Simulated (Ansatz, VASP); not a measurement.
# TaGe2As4 (TaGe2As4 monolayer): VASP beside Ansatz, part 2 of 3

One calculation is typed for both programs; each brings its own data sets. How far apart do they land? Of the first pair: The structure shown is the start of the Ansatz relaxation below; VASP solves that cell, so the two are compared at the walk's first step.

VASP 6.6.1 and Ansatz 0.2.0.

So far: Starting point; Ansatz: relaxation, PBE with D3(BJ).

**3. VASP: single point, PBE with D3(BJ), start cell, pair 1**

Level of this step: PBE with D3(BJ), zero-moment start; plane waves and PAW (As, Ge_d, Ta_pv) (VASP).

The same cell, functional, mesh and smearing now go to VASP, with its own data sets.

Lines of VASP's logs that name or quote its potential files are left out, and so is its time.

Contents of INCAR:

```
SYSTEM = TaGe2As4
PREC = Accurate
ENCUT = 410
EDIFF = 1E-06
NELM = 200
ISMEAR = -1
SIGMA = 0.05
LREAL = .FALSE.
ALGO = Normal
GGA = PE
IVDW = 12
NBANDS = 40
ISPIN = 2
MAGMOM = -0 0 0 -0 -0 -0 -0
LASPH = .TRUE.
LMAXMIX = 4
LORBIT = 11
LWAVE = .FALSE.
LCHARG = .FALSE.
ISIF = 2
LDIPOL = .TRUE.
IDIPOL = 3
DIPOL = 0.5 0.5 0.5
LVHAR = .TRUE.
GGA_COMPAT = .FALSE.
NELMDL = -8
KPAR = 2
```

Contents of POSCAR:

```
TaGe2As4
1.0
    3.7300000000      0.0000000000      0.0000000000
   -1.8650000000      3.2302750000      0.0000000000
    0.0000000000      0.0000000000     50.2232150000
As Ge Ta
4 2 1
Direct
    0.0000000000      0.0000000000      0.4041955398
    0.3333333333      0.6666666667      0.4675725857
    0.3333333333      0.6666666667      0.5324273943
    0.0000000000      0.0000000000      0.5958044402
    0.3333333333      0.6666666667      0.4213788085
    0.3333333333      0.6666666667      0.5786211715
    0.0000000000      0.0000000000      0.4999999900
```

Contents of KPOINTS:

```
Automatic mesh
0
Gamma
12 12 1
0 0 0
```

PAW data sets: As, Ge_d and Ta_pv (PBE family, release 64).

On the command line:

```sh
$ mpirun -np 2 vasp_std
```

Numbers of over 12 decimals in the logs are rounded to 6 here.

Output:

```text
[banner, memory and clock lines left out]
running    2 mpi-ranks, on    1 nodes
 distrk:  each k-point on    1 cores,    2 groups
 distr:  one band on    1 cores,    1 groups

 POSCAR found type information on POSCAR AsGeTa
 POSCAR found :  3 types and       7 ions
 LDA part: xc-table for (Slater+PW92), standard interpolation
|                                                                             |
|           W    W    AA    RRRRR   N    N  II  N    N   GGGG   !!!           |
|           W    W   A  A   R    R  NN   N  II  NN   N  G    G  !!!           |
|           W    W  A    A  R    R  N N  N  II  N N  N  G       !!!           |
|           W WW W  AAAAAA  RRRRR   N  N N  II  N  N N  G  GGG   !            |
|           WW  WW  A    A  R   R   N   NN  II  N   NN  G    G                |
|           W    W  A    A  R    R  N    N  II  N    N   GGGG   !!!           |
|                                                                             |
|     One of the lattice vectors is very long (>50 A), but AMIN is rather     |
|     large. This can spoil convergence since charge sloshing might occur     |
|     along the long lattice vector. If problems with convergence are         |
|     observed, try to decrease AMIN to a smaller value (e.g. 0.01).          |
|     Note: This warning only applies if the self-consistency cycle is        |
|     used.                                                                   |
|                                                                             |

 POSCAR, INCAR and KPOINTS ok, starting setup
 FFT: planning ... GRIDC
 FFT: planning ... GRID_SOFT
 FFT: planning ... GRID
 WAVECAR not read
 entering main loop
       N       E                     dE             d eps       ncg     rms          rms(c)
DAV:   1     0.426219386449E+03    0.42622E+03   -0.23659E+04  3648   0.122E+03
DAV:   2     0.173936861300E+02   -0.40883E+03   -0.39563E+03  3568   0.283E+02
DAV:   3    -0.383246075001E+02   -0.55718E+02   -0.55113E+02  4488   0.121E+02
DAV:   4    -0.405187717021E+02   -0.21942E+01   -0.21733E+01  3800   0.294E+01
DAV:   5    -0.405958064177E+02   -0.77035E-01   -0.76936E-01  4480   0.478E+00
DAV:   6    -0.405972813257E+02   -0.14749E-02   -0.14746E-02  4488   0.586E-01
DAV:   7    -0.405973389915E+02   -0.57666E-04   -0.57663E-04  4512   0.102E-01
DAV:   8    -0.405973415264E+02   -0.25349E-05   -0.25349E-05  4488   0.192E-02    0.131E+01
DAV:   9    -0.391480553734E+02    0.14493E+01   -0.45479E+00  3352   0.881E+00    0.546E+00
DAV:  10    -0.389736301023E+02    0.17443E+00   -0.16301E+00  3928   0.595E+00    0.284E+00
DAV:  11    -0.388651311137E+02    0.10850E+00   -0.66316E-01  3744   0.346E+00    0.933E-01
DAV:  12    -0.388598630025E+02    0.52681E-02   -0.90639E-02  3472   0.120E+00    0.364E-01
DAV:  13    -0.388592237920E+02    0.63921E-03   -0.13077E-02  3816   0.500E-01    0.162E-01
DAV:  14    -0.388595388827E+02   -0.31509E-03   -0.19148E-03  3776   0.208E-01    0.660E-02
[...]
DAV:  21    -0.388598089033E+02   -0.35059E-04   -0.30778E-06  2640   0.325E-03    0.998E-04
DAV:  22    -0.388598173087E+02   -0.84055E-05   -0.47331E-07  2728   0.168E-03    0.682E-04
DAV:  23    -0.388598241715E+02   -0.68627E-05   -0.16159E-07  2488   0.110E-03    0.292E-04
DAV:  24    -0.388598292886E+02   -0.51172E-05   -0.87427E-08  2488   0.779E-04    0.270E-04
DAV:  25    -0.388598316788E+02   -0.23901E-05   -0.18626E-08  2344   0.555E-04    0.195E-04
DAV:  26    -0.388598334045E+02   -0.17257E-05   -0.14294E-08  2304   0.415E-04    0.946E-05
DAV:  27    -0.388598345893E+02   -0.11848E-05   -0.27179E-08  2384   0.389E-04    0.681E-05
DAV:  28    -0.388598347280E+02   -0.13867E-06   -0.99817E-10  2104   0.248E-04
   1 F= -.41252995E+02 E0= -.41242069E+02  d E =-.218512E-01  mag=    -0.0000
```

OUTCAR, selected parts (step 3):

```text
ion  position               nearest neighbor table
   1  0.000  0.000  0.404-   5 2.32   5 2.32   5 2.32
   2  0.333  0.667  0.468-   5 2.32   7 2.70   7 2.70   7 2.70
   3  0.333  0.667  0.532-   6 2.32   7 2.70   7 2.70   7 2.70
   4  0.000  0.000  0.596-   6 2.32   6 2.32   6 2.32
   5  0.333  0.667  0.421-   2 2.32   1 2.32   1 2.32   1 2.32
   6  0.333  0.667  0.579-   3 2.32   4 2.32   4 2.32   4 2.32
   7  0.000  0.000  0.500-   2 2.70   3 2.70   2 2.70   3 2.70   2 2.70   3 2.70

  LATTYP: Found a hexagonal cell.
 ALAT       =     3.7300000000
 C/A-ratio  =    13.4646689008

 Subroutine GETGRP returns: Found 12 space group operations
 (whereof 12 operations were pure point group operations)

The static configuration has the point symmetry D_3h.

 Found     19 irreducible k-points:

   k-points           NKPTS =     19   k-points in BZ     NKDIM =     19   number of bands    NBANDS=     40

   dimension x,y,z NGX =    28 NGY =   28 NGZ =  336
   dimension x,y,z NGXF=    56 NGYF=   56 NGZF=  672

   ENCUT  =  410.0 eV  30.13 Ry    5.49 a.u.   6.16  6.16 82.92*2*pi/ulx,y,z

   NELECT =      59.0000    total number of electrons

 k-points in reciprocal lattice and weights: Automatic mesh
   0.00000000  0.00000000  0.00000000       0.007
   0.08333333  0.00000000  0.00000000       0.042
   0.16666667  0.00000000  0.00000000       0.042
   0.25000000  0.00000000  0.00000000       0.042
   0.33333333  0.00000000  0.00000000       0.042
   0.41666667  0.00000000  0.00000000       0.042
   0.50000000  0.00000000  0.00000000       0.021
   0.08333333  0.08333333  0.00000000       0.042
   0.16666667  0.08333333  0.00000000       0.083
[...]
0.33333333  0.25000000  0.00000000       0.083
   0.33333333  0.33333333  0.00000000       0.014

 dipolmoment           0.000000      0.000000      0.000021 electrons x Angstroem

 average (electrostatic) potential at core
       1 -57.3031       2 -56.3580       3 -56.3579       4 -57.3029       5 -82.3830
       6 -82.3828       7 -45.4877

 E-fermi :  -2.3163

 spin component 1
 k-point     1 :       0.0000    0.0000    0.0000
  band No.  band energies     occupation
    ...
     26      -3.7196      1.00000
     27      -3.1115      1.00000
     28      -2.6257      0.99795
     29      -2.6257      0.99795
     30      -2.3833      0.79258
     31      -1.9315      0.00045
     32      -1.4037      0.00000
     33       0.0887      0.00000
     34       0.0887      0.00000
     35       0.1359      0.00000
    ...

 k-point     2 :       0.0833    0.0000    0.0000
  band No.  band energies     occupation
    ...
     25      -4.0245      1.00000
     26      -3.6752      1.00000
     27      -3.1705      1.00000
     28      -2.7565      0.99985
     29      -2.7483      0.99982
     30      -2.0370      0.00374
     31      -1.2564      0.00000
     32      -1.1202      0.00000
     33       0.0429      0.00000
     34       0.0956      0.00000
    ...

 k-point     3 :       0.1667    0.0000    0.0000
  band No.  band energies     occupation
    ...
     25      -4.5507      1.00000
     26      -3.5017      1.00000
     27      -3.4480      1.00000
     28      -3.1160      1.00000
     29      -3.0446      1.00000
     30      -2.1459      0.03206
     31      -0.9907      0.00000
     32      -0.9731      0.00000
     33       0.3572      0.00000
     34       0.4800      0.00000
    ...

 k-point     4 :       0.2500    0.0000    0.0000
  band No.  band energies     occupation
    ...
     26      -4.0276      1.00000
     27      -3.4142      1.00000
     28      -3.3844      1.00000
     29      -3.2256      1.00000
     30      -2.4641      0.95059
     31      -1.3080      0.00000
     32      -1.2234      0.00000
     33       0.1617      0.00000
     34       0.3776      0.00000
     35       0.7890      0.00000
    ...

 k-point     5 :       0.3333    0.0000    0.0000
  band No.  band energies     occupation
    ...
     26      -4.3368      1.00000
     27      -3.6741      1.00000
     28      -3.6577      1.00000
     29      -2.9281      1.00000
     30      -2.6904      0.99944
     31      -1.6290      0.00000
     32      -1.4927      0.00000
     33      -0.0607      0.00000
     34       0.2333      0.00000
     35       0.8557      0.00000
    ...

 k-point     6 :       0.4167    0.0000    0.0000
  band No.  band energies     occupation
    ...
     26      -4.2542      1.00000
     27      -3.8710      1.00000
     28      -3.8635      1.00000
     29      -2.8454      0.99997
     30      -2.7029      0.99956
     31      -1.7200      0.00001
     32      -1.6644      0.00000
     33      -0.2158      0.00000
     34       0.1661      0.00000
     35       0.5512      0.00000
    ...

 Edisp (eV)   -2.39316

  Total       1.95344     1.95344     6.03120     0.00000    -0.00000     0.00000
  in kB       5.17199     5.17199    15.96841     0.00000    -0.00000     0.00000
  external pressure =        8.77 kB  Pullay stress =        0.00 kB

  energy-cutoff  :      410.00
  volume of cell :      605.14
      direct lattice vectors                 reciprocal lattice vectors
     3.730000000  0.000000000  0.000000000     0.268096515  0.154785583  0.000000000
    -1.865000000  3.230275000  0.000000000     0.000000000  0.309571167  0.000000000
     0.000000000  0.000000000 50.223215000     0.000000000  0.000000000  0.019911111

 POSITION                                       TOTAL-FORCE (eV/Angst)
 -----------------------------------------------------------------------------------
      0.00000      0.00000     20.30000         0.000000      0.000000     -2.797070
     -0.00000      2.15352     23.48300         0.000000      0.000000      2.815205
     -0.00000      2.15352     26.74022        -0.000000     -0.000000     -2.815205
      0.00000      0.00000     29.92321         0.000000     -0.000000      2.797070
     -0.00000      2.15352     21.16300        -0.000000      0.000000      1.463146
     -0.00000      2.15352     29.06022         0.000000      0.000000     -1.463146
      0.00000      0.00000     25.11161        -0.000000     -0.000000      0.000000
 -----------------------------------------------------------------------------------
    total drift:                               -0.000003     -0.000008      0.002553

  FREE ENERGIE OF THE ION-ELECTRON SYSTEM (eV)
  ---------------------------------------------------
  free  energy   TOTEN  =       -41.2529950445 eV

  energy  without entropy=      -41.2311437968  energy(sigma->0) =      -41.24206942

 vacuum level on the upper side and lower side of the slab         2.427         2.426

 total charge
# of ion       s       p       d       tot
------------------------------------------
    1        1.247   1.589   0.047   2.883
    2        1.206   1.587   0.046   2.840
    3        1.206   1.587   0.046   2.840
    4        1.247   1.589   0.047   2.883
    5        1.124   1.332  10.096  12.552
    6        1.124   1.332  10.096  12.552
    7        0.273   6.126   2.237   8.636
--------------------------------------------------
tot          7.427  15.142  22.616  45.186

 magnetization (x)
# of ion       s       p       d       tot
------------------------------------------
    1        0.000   0.000   0.000   0.000
    2       -0.000  -0.000   0.000  -0.000
    3       -0.000  -0.000   0.000  -0.000
    4        0.000   0.000   0.000   0.000
    5        0.000   0.000   0.000   0.000
    6        0.000   0.000   0.000   0.000
    7        0.000   0.000   0.000   0.000
--------------------------------------------------
tot          0.000   0.000   0.000   0.000

[... 1 further part left out ...]
```

This run allows spin, but its moments start at zero, where symmetry between the spins tends to hold them. Its electron count is odd, so without a moment it is a metal by construction.

**4. Differences**

Known differences besides the potentials themselves: Ansatz cuts the interaction across the vacuum, VASP repeats the sheet with a dipole correction; the data sets hold 101 valence electrons in Ansatz (on its default PAW (the set named soft_2) files) and 59 in VASP; the cutoff is 420 eV in Ansatz and 410 eV in VASP. Total energies have different zeros and are not compared.

Forces (eV/Å; atoms numbered as in POSCAR):

```csv
atom,"Ansatz x, y, z","VASP x, y, z"
As1,"0.000, 0.000, -2.755","0.000, 0.000, -2.797"
As2,"0.000, 0.000, 2.797","0.000, 0.000, 2.815"
As3,"0.000, 0.000, -2.797","0.000, 0.000, -2.815"
As4,"0.000, 0.000, 2.755","0.000, 0.000, 2.797"
Ge5,"0.000, 0.000, 1.459","0.000, 0.000, 1.463"
Ge6,"0.000, 0.000, -1.459","0.000, 0.000, -1.463"
Ta7,"0.000, 0.000, 0.000","0.000, 0.000, 0.000"
```

The forces differ by 14 meV/Å r.m.s., which is 1.1 % of the r.m.s. force of 1.305 eV/Å (both taken over all components). Moments aren't recorded for both runs of this pair, so they may hold unlike magnetic states. With vacuum in the cell, a pressure given here is an average over mostly empty space and none of the material.

(Part 2 of 3 ends here.)

[Lines on the potential files, build, host, timing and source positions are cut from VASP's logs without a mark.]

[Logs are printed without paths, hosts, clocks, repeated set-up lines and the standing remarks that a program may print on its own settings, such as how far it seeks lower states.]

[Hosts, paths, dates, database ids (printed as entryN), source tags and the programs' standing remarks are cut or masked in the printed files.]
